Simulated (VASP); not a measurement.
# Ga2SnO (P4/nmm) in VASP: a series of runs

The runs below take Ga2SnO through equation of state, with PBE.

Everything below comes from runs of VASP 6.6.1. Logs are shortened: lines on timing, memory, paths and dates and some standing lists are left out, and cuts for length are marked.

### 1 Starting point

Symmetry: P4/nmm, No. 129, tetragonal system. Conventional cell: a = 3.876 Å, b = 3.876 Å, c = 10.384 Å, α = 90.00°, β = 90.00°, γ = 90.00°. Ga (site symmetry 4mm) is surrounded by 4 O at 2.09 Å. Around Ga (site symmetry 4mm) lie 5 Sn at 2.80 to 2.85 Å. Around Sn (site symmetry 4mm) lie 6 Ga at 2.68 to 2.85 Å. O (site symmetry -4m2) has 4 Ga at 2.09 Å as nearest neighbours.

The cell was built by a generator and needn't be a form met in nature.

### 2 Equation of state, PBE, 19.51 Å³/atom

The input, INCAR:

```
PREC     = Accurate       # precision mode
ENCUT    = 520            # plane-wave cutoff, eV
EDIFF    = 1E-6           # SCF threshold, eV
ISMEAR   = 0              # smearing method
SIGMA    = 0.1            # smearing width, eV
LREAL    = F              # projectors in reciprocal space
LASPH    = T              # aspherical terms in the spheres
NELM     = 100            # most SCF steps
ALGO     = Normal         # electronic algorithm
ISIF     = 4              # what is computed and relaxed
LWAVE    = F              # write WAVECAR
LCHARG   = F              # write CHGCAR
GGA      = PE             # functional
IBRION   = 2              # ionic algorithm
NSW      = 30             # ionic steps
EDIFFG   = -0.02          # ionic threshold
KPAR     = 4
```

The input, KPOINTS:

```
Automatic mesh
0
Gamma
  8 8 4
```

The input, POSCAR:

```
Ga2SnO
1.0
    3.8764600000      0.0000000000      0.0000000000
    0.0000000000      3.8764600000      0.0000000000
    0.0000000000      0.0000000000     10.3842800000
Ga Sn O
4 2 2
Direct
    0.0000000000      0.5000000000      0.5765200000
    0.5000000000      0.0000000000      0.4234800000
    0.5000000000      0.0000000000      0.8903250000
    0.0000000000      0.5000000000      0.1096750000
    0.0000000000      0.5000000000      0.8348240000
    0.5000000000      0.0000000000      0.1651760000
    0.0000000000      0.0000000000      0.5000000000
    0.5000000000      0.5000000000      0.5000000000
```

Potentials or basis: VASP PAW PBE potentials, release 64 (Ga_d, Sn_d, O).

The run is started by

```sh
> cat potpaw_PBE.64/Ga_d/POTCAR potpaw_PBE.64/Sn_d/POTCAR potpaw_PBE.64/O/POTCAR > POTCAR
> mpirun -np 4 vasp_std > vasp.out
```

OUTCAR:

```text
PREC = Accurate
   ENCUT = 520
   EDIFF = 1E-6
   ISMEAR = 0
   LREAL = F
   LASPH = T
   NELM = 100
   ISIF = 4
   GGA = PE
   IBRION = 2
   NSW = 30
   EDIFFG = -0.02

 ion  position               nearest neighbor table
   1  0.000  0.500  0.577-   7 2.09   8 2.09   7 2.09   8 2.09   5 2.68
   2  0.500  0.000  0.423-   7 2.09   8 2.09   8 2.09   7 2.09   6 2.68
   3  0.500  0.000  0.890-   5 2.80   5 2.80   5 2.80   5 2.80   6 2.85
   4  0.000  0.500  0.110-   6 2.80   6 2.80   6 2.80   6 2.80   5 2.85
   5  0.000  0.500  0.835-   1 2.68   3 2.80   3 2.80   3 2.80   3 2.80   4 2.85
   6  0.500  0.000  0.165-   2 2.68   4 2.80   4 2.80   4 2.80   4 2.80   3 2.85
   7  0.000  0.000  0.500-   1 2.09   2 2.09   1 2.09   2 2.09
   8  0.500  0.500  0.500-   1 2.09   2 2.09   2 2.09   1 2.09

  LATTYP: Found a simple tetragonal cell.
 ALAT       =     3.8764600000
 C/A-ratio  =     2.6788048890

  Lattice vectors:

 A1 = (   3.8764600000,   0.0000000000,   0.0000000000)
 A2 = (   0.0000000000,   3.8764600000,   0.0000000000)
 A3 = (   0.0000000000,   0.0000000000,  10.3842800000)

Analysis of symmetry for initial positions (statically):
=====================================================================
 Subroutine PRICEL returns:
 Original cell was already a primitive cell.

 Routine SETGRP: Setting up the symmetry group for a
 simple tetragonal supercell.

 Subroutine GETGRP returns: Found 16 space group operations
 (whereof  8 operations were pure point group operations)
 out of a pool of 16 trial point group operations.

The static configuration has the point symmetry D_2d.
 The point group associated with its full space group is D_4h.

Analysis of symmetry for dynamics (positions and initial velocities):
=====================================================================
 Subroutine PRICEL returns:
 Original cell was already a primitive cell.

 Routine SETGRP: Setting up the symmetry group for a
 simple tetragonal supercell.

 Subroutine GETGRP returns: Found 16 space group operations
 (whereof  8 operations were pure point group operations)
 out of a pool of 16 trial point group operations.

The dynamic configuration has the point symmetry D_2d.
 The point group associated with its full space group is D_4h.

 Subroutine INISYM returns: Found 16 space group operations
 (whereof  8 operations are pure point group operations),
 and found     1 'primitive' translations

----------------------------------------------------------------------------------------

                                     Primitive cell

  volume of cell :     156.0440

  direct lattice vectors                    reciprocal lattice vectors
     3.876460000  0.000000000  0.000000000     0.257967321  0.000000000  0.000000000
     0.000000000  3.876460000  0.000000000     0.000000000  0.257967321  0.000000000
     0.000000000  0.000000000 10.384280000     0.000000000  0.000000000  0.096299406

  length of vectors
     3.876460000  3.876460000 10.384280000     0.257967321  0.257967321  0.096299406

  position of ions in fractional coordinates (direct lattice)
     0.000000000  0.500000000  0.576520000
     0.500000000  0.000000000  0.423480000
     0.500000000  0.000000000  0.890325000
     0.000000000  0.500000000  0.109675000
     0.000000000  0.500000000  0.834824000
     0.500000000  0.000000000  0.165176000
     0.000000000  0.000000000  0.500000000
     0.500000000  0.500000000  0.500000000

  ion indices of the primitive-cell ions
   primitive index   ion index
                 1           1
                 2           2
                 3           3
                 4           4
                 5           5
                 6           6
                 7           7
                 8           8

----------------------------------------------------------------------------------------

 KPOINTS: Automatic mesh

Automatic generation of k-mesh.
 Grid dimensions read from file:
 generate k-points for:    8    8    4

 Generating k-lattice:

  Cartesian coordinates                     Fractional coordinates (reciprocal lattice)
     0.032245915  0.000000000  0.000000000     0.125000000  0.000000000  0.000000000
     0.000000000  0.032245915  0.000000000     0.000000000  0.125000000  0.000000000
     0.000000000  0.000000000  0.024074852     0.000000000  0.000000000  0.250000000

  Length of vectors
     0.032245915  0.032245915  0.024074852

  Shift w.r.t. Gamma in fractional coordinates (k-lattice)
     0.000000000  0.000000000  0.000000000

 Subroutine IBZKPT returns following result:
 ===========================================

 Found     45 irreducible k-points:

 Following reciprocal coordinates:
            Coordinates               Weight
  0.000000  0.000000  0.000000      1.000000
  0.125000  0.000000  0.000000      4.000000
  0.250000  0.000000  0.000000      4.000000
  0.375000  0.000000  0.000000      4.000000
  0.500000  0.000000  0.000000      2.000000
  0.125000  0.125000  0.000000      4.000000
[... 16 lines left out ...]
  0.375000  0.125000  0.250000     16.000000
  0.500000  0.125000  0.250000      8.000000
 [... further k-points ...]
   k-points           NKPTS =     45   k-points in BZ     NKDIM =     45   number of bands    NBANDS=     55
   number of dos      NEDOS =    301   number of ions     NIONS =      8
   total plane-waves  NPLWV =  72000
   dimension x,y,z NGX =    30 NGY =   30 NGZ =   80
   dimension x,y,z NGXF=    60 NGYF=   60 NGZF=  160
   ions per type =               4   2   2
   NGX,Y,Z   is equivalent  to a cutoff of  12.87, 12.87, 12.81 a.u.
   NGXF,Y,Z  is equivalent  to a cutoff of  25.73, 25.73, 25.62 a.u.
 SYSTEM =  unknown system
   PREC   = accura    normal or accurate (medium, high low for compatibility)
   ISTART =      0    job   : 0-new  1-cont  2-samecut
   ICHARG =      2    charge: 1-file 2-atom 10-const
   ISPIN  =      1    spin polarized calculation?
   LNONCOLLINEAR =      F non collinear calculations
   LSORBIT =      F    spin-orbit coupling
   LASPH  =      T    aspherical Exc in radial PAW
   ENCUT  =  520.0 eV  38.22 Ry    6.18 a.u.   7.21  7.21 19.31*2*pi/ulx,y,z
   NELM   =    100;   NELMIN=  2; NELMDL= -5     # of ELM steps
   EDIFF  = 0.1E-05   stopping-criterion for ELM
   LREAL  =      F    real-space projection
   EDIFFG = -.2E-01   stopping-criterion for IOM
   NSW    =     30    number of steps for IOM
   IBRION =      2    ionic relax: 0-MD 1-quasi-New 2-CG
   NFREE  =      1    steps in history (QN), initial steepest desc. (CG)
   ISIF   =      4    stress and relaxation
   ISYM   =      2    0-nonsym 1-usesym 2-fastsym
   POTIM  = 0.5000    time-step for ionic-motion
   TEBEG  =    0.0;   TEEND  =   0.0 temperature during run
   PSTRESS=    0.0 pullay stress
   NELECT =      92.0000    total number of electrons
   NUPDOWN=      -1.0000    fix difference up-down
   EMIN   =  10.00;   EMAX   =-10.00  energy-range for DOS
   EFERMI =   0.00;   METHOD = LEGACY
   ISMEAR =     0;   SIGMA  =   0.10  broadening in eV -4-tet -1-fermi 0-gaus
   EFERMI_NEDOS =   21; number of points for ismear=-14 and -15
   IALGO  =     38    algorithm
   IMIX   =      4    mixing-type and parameters
     AMIX     =   0.40;   BMIX     =  1.00
     AMIX_MAG =   1.60;   BMIX_MAG =  1.00
  volume/ion in A,a.u.               =      19.51       131.63
  Fermi-wavevector in a.u.,A,eV,Ry     =   1.372740  2.594103 25.639042  1.884416
  Thomas-Fermi vector in A             =   2.498320
   LORBIT       =      0    0 simple, 1 ext, 2 COOP (PROOUT), +10 PAW based schemes
   GGA     = PE    functional components
   LHFCALC =     F    Hartree Fock is set to
   AEXX    =    0.0000 exact exchange contribution
   IVDW    =     0    specifies the selected vdW correction
   LEPSILON=     F    determine dielectric tensor
   LRPA    =     F    only Hartree local field effects (RPA)
 conjugate gradient relaxation of ions
 non-spin polarized calculation
 Gauss-broadening in eV      SIGMA  =   0.10
  energy-cutoff  :      520.00
  volume of cell :      156.04
 maximum number of plane-waves:      4238
 NGX is ok and might be reduce to    30
   NGX = 15   NGY = 15   NGZ = 39

 number of electron      91.9999999 magnetization

 Free energy of the ion-electron system (eV)
  ---------------------------------------------------
  ext. energy  EPLUGINS =         0.00000000
  ---------------------------------------------------
  free energy    TOTEN  =       -34.19338984 eV

  energy without entropy =      -34.17587429  energy(sigma->0) =      -34.18463207

 E-fermi :   5.7497     XC(G=0): -10.1432

 val. band max:        5.7455716856   @ k =   0.5000   0.1250   0.5000
 cond. band min:       5.7609041282   @ k =   0.5000   0.1250   0.2500
 fundamental gap:      0.0153324426
 Fermi energy:         5.7496904982

 k-point     1 :       0.0000    0.0000    0.0000
  band No.  band energies     occupation
      1     -15.7003      2.00000
      2     -15.6995      2.00000
      3     -15.6947      2.00000
      4     -15.6933      2.00000
      5     -15.6923      2.00000
      6     -15.6907      2.00000
[... 47 lines left out ...]
     54      11.3502      0.00000
     55      11.5102      0.00000

 k-point     2 :       0.1250    0.0000    0.0000
  band No.  band energies     occupation
      1     -15.6989      2.00000
      2     -15.6979      2.00000
      3     -15.6957      2.00000
      4     -15.6935      2.00000
      5     -15.6878      2.00000
      6     -15.6854      2.00000
[... 47 lines left out ...]
     54      11.1521      0.00000
     55      11.5539      0.00000

 k-point     3 :       0.2500    0.0000    0.0000
  band No.  band energies     occupation
      1     -15.6981      2.00000
      2     -15.6971      2.00000
      3     -15.6962      2.00000
      4     -15.6961      2.00000
      5     -15.6728      2.00000
      6     -15.6707      2.00000
[... 1152 lines left out ...]
 k-point    23 :       0.3750    0.1250    0.2500
  band No.  band energies     occupation
      1     -15.7033      2.00000
      2     -15.7029      2.00000
      3     -15.6910      2.00000
      4     -15.6907      2.00000
      5     -15.6567      2.00000
      6     -15.6539      2.00000
[... 47 lines left out ...]
     54      10.9038      0.00000
     55      10.9375      0.00000

 k-point    24 :       0.5000    0.1250    0.2500
  band No.  band energies     occupation
      1     -15.7045      2.00000
      2     -15.7045      2.00000
      3     -15.6904      2.00000
      4     -15.6904      2.00000
      5     -15.6540      2.00000
      6     -15.6540      2.00000
[... 47 lines left out ...]
     54      10.8120      0.00000
     55      11.3629      0.00000

 [... further k-points ...]

------------------------ aborting loop because EDIFF is reached ----------------------------------------

  FORCE on cell =-STRESS in cart. coord.  units (eV):
  Direction    XX          YY          ZZ          XY          YZ          ZX
  --------------------------------------------------------------------------------------
  -------------------------------------------------------------------------------------
  Total       -0.0129254     -0.0129254      0.0529847      0.0000000     -0.0000000      0.0000000
  in kB       -0.1327111     -0.1327111      0.5440193      0.0000000     -0.0000000      0.0000000
  external PRESSURE =       0.0928657 kB  Pullay stress =       0.0000000 kB

 VOLUME and BASIS-vectors are now :
 -----------------------------------------------------------------------------
  energy-cutoff  :      520.00
  volume of cell :      156.04
      direct lattice vectors                 reciprocal lattice vectors
     3.876460000  0.000000000  0.000000000     0.257967321  0.000000000  0.000000000
     0.000000000  3.876460000  0.000000000     0.000000000  0.257967321  0.000000000
     0.000000000  0.000000000 10.384280000     0.000000000  0.000000000  0.096299406

 POSITION                                       TOTAL-FORCE (eV/Angst)
 -----------------------------------------------------------------------------------
      0.00000      1.93823      5.98675         0.000000      0.000000     -0.000142
      1.93823      0.00000      4.39753        -0.000000     -0.000000      0.000142
      1.93823      0.00000      9.24538        -0.000000      0.000000     -0.010496
      0.00000      1.93823      1.13890        -0.000000      0.000000      0.010496
      0.00000      1.93823      8.66905        -0.000000     -0.000000     -0.005001
      1.93823      0.00000      1.71523        -0.000000      0.000000      0.005001
      0.00000      0.00000      5.19214        -0.000000     -0.000000      0.000000
      1.93823      1.93823      5.19214        -0.000000      0.000000      0.000000
 -----------------------------------------------------------------------------------
    total drift:                                0.000000     -0.000000      0.000000

  FREE ENERGIE OF THE ION-ELECTRON SYSTEM (eV)
  ---------------------------------------------------
  free  energy   TOTEN  =       -34.1933898396 eV

  energy  without entropy=      -34.1758742938  energy(sigma->0) =      -34.18463207

 reached required accuracy - stopping structural energy minimisation
```

Wall time 1.8 min (4 MPI ranks of Intel Xeon Platinum 8488C (Sapphire Rapids), shared host); peak memory 0.45 GiB.

What came out:

* Free energy: -34.1934 eV
* Pressure: 0.0 GPa
* Largest force: 0.010 eV/Å
* Band gap on the k mesh: none (metal or under the smearing width)

### 3 Equation of state, PBE, 18.92 Å³/atom (volume scaled by 0.97)

INCAR is that of step 2.

KPOINTS is that of step 2.

POSCAR: that of step 2 with these lines changed.

```diff
@@ -2,5 +2,5 @@
 1.0
-    3.8764600000      0.0000000000      0.0000000000
-    0.0000000000      3.8764600000      0.0000000000
-    0.0000000000      0.0000000000     10.3842800000
+    3.8373011611      0.0000000000      0.0000000000
+    0.0000000000      3.8373011611      0.0000000000
+    0.0000000000      0.0000000000     10.2793811109
 Ga Sn O
```

Potentials or basis: VASP PAW PBE potentials, release 64 (Ga_d, Sn_d, O).

The run is started by

```sh
> cat potpaw_PBE.64/Ga_d/POTCAR potpaw_PBE.64/Sn_d/POTCAR potpaw_PBE.64/O/POTCAR > POTCAR
> mpirun -np 4 vasp_std > vasp.out
```

Run time: 5.3 min. Hardware: 4 MPI ranks of Intel Xeon Platinum 8488C (Sapphire Rapids), shared host; peak memory 0.47 GiB.

It converged, with:

| Quantity | Value |
| --- | --- |
| Free energy | -34.1622 eV |
| Pressure | 2.0 GPa |
| Largest force | 0.017 eV/Å |
| Band gap on the k mesh | none (metal or under the smearing width) |

### 4 Equation of state, PBE, 20.09 Å³/atom (volume scaled by 1.03)

INCAR is that of step 3.

KPOINTS is that of step 3.

POSCAR: that of step 3 with these lines changed.

```diff
@@ -2,5 +2,5 @@
 1.0
-    3.8373011611      0.0000000000      0.0000000000
-    0.0000000000      3.8373011611      0.0000000000
-    0.0000000000      0.0000000000     10.2793811109
+    3.9148432883      0.0000000000      0.0000000000
+    0.0000000000      3.9148432883      0.0000000000
+    0.0000000000      0.0000000000     10.4871013404
 Ga Sn O
```

The run is started by

```sh
> cat potpaw_PBE.64/Ga_d/POTCAR potpaw_PBE.64/Sn_d/POTCAR potpaw_PBE.64/O/POTCAR > POTCAR
> mpirun -np 4 vasp_std > vasp.out
```

Wall time 9.1 min (4 MPI ranks of Intel Xeon Platinum 8488C (Sapphire Rapids), shared host); peak memory 0.47 GiB.

It converged, with:

* Free energy: -34.1721 eV
* Pressure: -1.5 GPa
* Largest force: 0.019 eV/Å
* Band gap on the k mesh: none (metal or under the smearing width)

### 5 Equation of state, PBE, 18.34 Å³/atom (volume scaled by 0.94)

INCAR is that of step 4.

KPOINTS is that of step 4.

POSCAR: that of step 4 with these lines changed.

```diff
@@ -2,5 +2,5 @@
 1.0
-    3.9148432883      0.0000000000      0.0000000000
-    0.0000000000      3.9148432883      0.0000000000
-    0.0000000000      0.0000000000     10.4871013404
+    3.7973263670      0.0000000000      0.0000000000
+    0.0000000000      3.7973263670      0.0000000000
+    0.0000000000      0.0000000000     10.1722964370
 Ga Sn O
```

The run is started by

```sh
> cat potpaw_PBE.64/Ga_d/POTCAR potpaw_PBE.64/Sn_d/POTCAR potpaw_PBE.64/O/POTCAR > POTCAR
> mpirun -np 4 vasp_std > vasp.out
```

Wall time 9 min (4 MPI ranks of Intel Xeon Platinum 8488C (Sapphire Rapids), shared host); peak memory 0.44 GiB.

The run converged. Its results:

```
Free energy            : -34.0661 eV
Pressure               : 4.5 GPa
Largest force          : 0.003 eV/Å
Band gap on the k mesh : none (metal or under the smearing width)
```

### 6 Equation of state, PBE, 20.68 Å³/atom (volume scaled by 1.06)

INCAR is that of step 5.

KPOINTS is that of step 5.

POSCAR: that of step 5 with these lines changed.

```diff
@@ -2,5 +2,5 @@
 1.0
-    3.7973263670      0.0000000000      0.0000000000
-    0.0000000000      3.7973263670      0.0000000000
-    0.0000000000      0.0000000000     10.1722964370
+    3.9524883216      0.0000000000      0.0000000000
+    0.0000000000      3.9524883216      0.0000000000
+    0.0000000000      0.0000000000     10.5879450396
 Ga Sn O
```

Potentials or basis: VASP PAW PBE potentials, release 64 (Ga_d, Sn_d, O).

The run is started by

```sh
> cat potpaw_PBE.64/Ga_d/POTCAR potpaw_PBE.64/Sn_d/POTCAR potpaw_PBE.64/O/POTCAR > POTCAR
> mpirun -np 4 vasp_std > vasp.out
```

Wall time 10 min (4 MPI ranks of Intel Xeon Platinum 8488C (Sapphire Rapids), shared host); peak memory 0.49 GiB.

It converged, with:

```yaml
Free_energy: -34.1133 eV
Pressure: -2.7 GPa
Largest_force: 0.015 eV/Å
Band_gap_on_the_k_mesh: none (metal or under the smearing width)
```
